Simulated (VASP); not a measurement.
Data:

```
CuI
1.0
    0.00000     2.96606     2.96606
    2.96606     0.00000     2.96606
    2.96606     2.96606     0.00000
Cu I
1 1
Direct
  0.00000   0.00000   0.00000
  0.25000   0.25000   0.25000
```

Computed with SCAN meta-GGA, VASP's PBE PAW potentials (set 64) (plane waves; VASP). Numerical set-up: 520 eV cut-off, 8×8×8 Γ-centred mesh, Gaussian smearing of 0.050 eV, potentials Cu I.

Problem. Give the stress tensor in GPa (positive for a compressed cell).

Solution. 
```
1.49  0.00  0.00
0.00  1.49  0.00
0.00  0.00  1.49
```
The pressure is its mean diagonal, 1.49 GPa.

The compound is CuI in the zinc blende structure. This cell is one point of a volume scan, at 0.97 of the reference volume.
